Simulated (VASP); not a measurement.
Data:

```yaml
crystal:
  lattice:
    - [0.00000, 3.49000, 3.49000]
    - [3.49000, 0.00000, 3.49000]
    - [3.49000, 3.49000, 0.00000]
  atoms:
    - { symbol: Sr, position: [0.00000, 0.00000, 0.00000] }
    - { symbol: Cl, position: [0.25000, 0.25000, 0.25000] }
    - { symbol: Cl, position: [0.75000, 0.75000, 0.75000] }
```

These are AM05 GGA, VASP's PBE PAW potentials (set 64) (plane waves; VASP) values and carry that method's errors. Numerical set-up: 520 eV cut-off, 5×5×5 Γ-centred mesh, Gaussian smearing of 0.050 eV, potentials Sr_sv Cl.

**Question.** Predict the energy per atom (σ→0).

**Answer.** 
```
Item                           Result
---------------------  --------------
energy per atom (σ→0)  -4.247 eV/atom
```

The compound is SrCl2 in the fluorite structure. The cell was not relaxed at this level. The start is the result of an earlier pass.
